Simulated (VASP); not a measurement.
Calculation: PBEsol GGA, VASP's PBE PAW potentials (set 64) (plane waves; VASP).

Input for VASP

File KPOINTS:
```
Automatic mesh
0
Gamma
11 11 11
0 0 0
```

**POSCAR**
```
SnTe
1
    0.0000000000     2.9329445857     2.9329445857
    2.9329445857     0.0000000000     2.9329445857
    2.9329445857     2.9329445857    -0.0000000000
Sn Te
1 1
Direct
  0.0000000000   0.0000000000   0.0000000000
  0.2500000000   0.2500000000   0.2500000000
```

INCAR:
```
ALGO  =  Normal
EDIFF  =  1E-6
EDIFFG  =  -0.02
ENCUT  =  500
GGA  =  PS
IBRION  =  2
ISIF  =  3
ISMEAR  =  1
LASPH  =  .True.
LCHARG  =  .False.
LMAXMIX  =  4
LREAL  =  .False.
LWAVE  =  .False.
NELM  =  100
NSW  =  40
PREC  =  Accurate
PSTRESS  =  450
SIGMA  =  0.1
SYSTEM  =  SnTe
```

POTCAR, in this order: Sn_d Te (PBE.64 set). Program: vasp_std.

Output of the run:

### OSZICAR
```
       N       E                     dE             d eps       ncg     rms          rms(c)
DAV:   1     0.131065403209E+03    0.13107E+03   -0.97531E+03  1592   0.172E+03
DAV:   2     0.613409468020E+01   -0.12493E+03   -0.12322E+03  1652   0.389E+02
DAV:   3    -0.417395764635E+01   -0.10308E+02   -0.10167E+02  2024   0.100E+02
DAV:   4    -0.442997920395E+01   -0.25602E+00   -0.25588E+00  1838   0.177E+01
DAV:   5    -0.444008529964E+01   -0.10106E-01   -0.10106E-01  2386   0.325E+00    0.187E+01
DAV:   6    -0.436872762985E+01    0.71358E-01   -0.35154E-02  1954   0.188E+00    0.112E+01
DAV:   7    -0.433604439515E+01    0.32683E-01   -0.52045E-02  1960   0.201E+00    0.292E-01
DAV:   8    -0.433541160138E+01    0.63279E-03   -0.48699E-03  1912   0.741E-01    0.149E-01
DAV:   9    -0.433540990696E+01    0.16944E-05   -0.23419E-04  2004   0.137E-01    0.740E-02
DAV:  10    -0.433540982847E+01    0.78491E-07   -0.15613E-05  2344   0.368E-02    0.257E-02
DAV:  11    -0.433540777807E+01    0.20504E-05   -0.23041E-06  1392   0.192E-02    0.618E-03
DAV:  12    -0.433540750704E+01    0.27103E-06   -0.34376E-07   970   0.655E-03
   1 F= 0.98369957E+01 E0= 0.98372032E+01  d E =0.983700E+01
       N       E                     dE             d eps       ncg     rms          rms(c)
DAV:   1    -0.440675972816E+01   -0.71352E-01   -0.81638E-02  1976   0.589E+00    0.437E-01
DAV:   2    -0.440365233410E+01    0.31074E-02   -0.55185E-03  1922   0.166E+00    0.174E-01
DAV:   3    -0.440291890853E+01    0.73343E-03   -0.14489E-03  1940   0.760E-01    0.402E-02
DAV:   4    -0.440285112060E+01    0.67788E-04   -0.15747E-04  2422   0.154E-01    0.547E-02
DAV:   5    -0.440283780432E+01    0.13316E-04   -0.66831E-06  2280   0.262E-02    0.253E-02
DAV:   6    -0.440283556204E+01    0.22423E-05   -0.10936E-06   874   0.152E-02    0.300E-03
DAV:   7    -0.440283540866E+01    0.15338E-06   -0.14063E-07   820   0.484E-03
   2 F= 0.98373136E+01 E0= 0.98374915E+01  d E =0.317867E-03
       N       E                     dE             d eps       ncg     rms          rms(c)
DAV:   1    -0.435417701306E+01    0.48659E-01   -0.46415E-02  1970   0.439E+00    0.330E-01
DAV:   2    -0.435238726466E+01    0.17897E-02   -0.31809E-03  1916   0.128E+00    0.132E-01
DAV:   3    -0.435197346982E+01    0.41379E-03   -0.82160E-04  1934   0.575E-01    0.310E-02
DAV:   4    -0.435194024190E+01    0.33228E-04   -0.89928E-05  2416   0.116E-01    0.410E-02
DAV:   5    -0.435193618864E+01    0.40533E-05   -0.38226E-06  1804   0.200E-02    0.185E-02
DAV:   6    -0.435193628439E+01   -0.95742E-07   -0.64526E-07   810   0.112E-02
   3 F= 0.98369578E+01 E0= 0.98371587E+01  d E =-.378709E-04
```

**OUTCAR**
```
------------------------ aborting loop because EDIFF is reached ----------------------------------------
  FORCE on cell =-STRESS in cart. coord.  units (eV):
  Direction    XX          YY          ZZ          XY          YZ          ZX
  --------------------------------------------------------------------------------------
  Total       14.1935762     14.1935762     14.1935762      0.0000000      0.0000000     -0.0000000
  in kB      450.1484906    450.1484906    450.1484906      0.0000000      0.0000000     -0.0000000
  external PRESSURE =       0.1484906 kB  Pullay stress =     450.0000000 kB
  volume of cell :       50.52
      direct lattice vectors                 reciprocal lattice vectors
    -0.000000000  2.934081729  2.934081729    -0.170411068  0.170411068  0.170411068
     2.934081729 -0.000000000  2.934081729     0.170411068 -0.170411068  0.170411068
     2.934081729  2.934081729  0.000000000     0.170411068  0.170411068 -0.170411068
 POSITION                                       TOTAL-FORCE (eV/Angst)
 -----------------------------------------------------------------------------------
      0.00000      0.00000      0.00000        -0.000000     -0.000000     -0.000000
      1.46704      1.46704      1.46704         0.000000      0.000000      0.000000
 -----------------------------------------------------------------------------------
    total drift:                                0.000001      0.000001      0.000001
  FREE ENERGIE OF THE ION-ELECTRON SYSTEM (eV)
  ---------------------------------------------------
  free  energy   TOTEN  =        -4.3519362844 eV

  energy  without entropy=       -4.3513335732  energy(sigma->0) =       -4.35173538
  enthalpy is  TOTEN    =         9.8369578386 eV   P V=       14.1888941230

 reached required accuracy - stopping structural energy minimisation
```
(Selected blocks of OUTCAR.)

CONTCAR:
```
SnTe
   1.00000000000000
    -0.0000000000000000    2.9340817291640278    2.9340817291640278
     2.9340817291640278   -0.0000000000000000    2.9340817291640278
     2.9340817291640278    2.9340817291640278    0.0000000000000000
  Sn              Te
     1     1
Direct
     0.0000000000000000    0.0000000000000000    0.0000000000000000
     0.2500000000000000    0.2500000000000000    0.2500000000000000
```

The structure was generated: SnTe was put into the zinc blende type (F-43m), which need not be its known phase. This run relaxes it under an external pressure of 45 GPa. Symmetry was kept, so distortions that lower it aren't found.
